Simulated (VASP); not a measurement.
The input files of a VASP run:

**INCAR**
```
# general
SYSTEM  = Ta2N
PREC    = Accurate
ENCUT   = 400
LREAL   = .FALSE.   # projection in real space or not
LASPH   = .TRUE.

# electronic loop
EDIFF   = 1E-6   # SCF stop (eV)
NELM    = 100   # most electronic steps
ALGO    = Normal   # blocked Davidson
LMAXMIX = 6

# smearing
ISMEAR  = 0
SIGMA   = 0.05

# ions
ISIF    = 2

# output
LWAVE   = .FALSE.
LCHARG  = .FALSE.
```

File POSCAR:
```
Ta2N
16.3510660
  0.1776967324   0.0000000000   0.0000000000
 -0.0888483356   0.1538898442   0.0000000000
  0.0000000000   0.0000000000   1.0000000000
N Ta
1 2
Cartesian
  0.0000000000   0.0000000000   0.5000000000
 -0.0000000685   0.1025932808   0.5718930000
  0.0888484653   0.0512965635   0.4281070000
```

**KPOINTS**
```
Regular mesh
0
gamma
  7 7 1
0 0 0
```

POTCAR, in this order: N Ta_pv (LDA.64 set). Program: vasp_std.

Question: Write an equivalent input for Ansatz.

Answer: One equivalent input (not run):
Ansatz 0.2 input:
```yaml
crystal:
  lattice:
    - [2.9055310, 0.0000000, 0.0000000]
    - [-1.4527650, 2.5162630, 0.0000000]
    - [0.0000000, 0.0000000, 16.3510660]
  atoms:
    - { symbol: N, position: [0.0000000, 0.0000000, 0.5000000] }
    - { symbol: Ta, position: [0.3333330, 0.6666670, 0.5718930] }
    - { symbol: Ta, position: [0.6666670, 0.3333330, 0.4281070] }
kpoints:
  mp_grid: { grid: [7, 7, 1] }
hamiltonian:
  xc: lda
  pseudopotentials: { kind: paw }
scf:
  occupations: { method: gaussian, width: 0.05 }
  max_iter: 100
output: { forces: true, stress: true, eigenvalues: true }
```
What does not carry over: each code has its own PAW files, so the cut-off isn't converted (ENCUT is set for VASP's; basis.ecutwfc is left out, and Ansatz then takes the one that its files recommend); Ansatz stops its SCF on the density residual and VASP on the energy change (EDIFF); Ansatz's lda is the Perdew-Wang form, while the LDA potentials of VASP carry Perdew-Zunger's.

The cell is a sheet with vacuum, built from a generated structure.
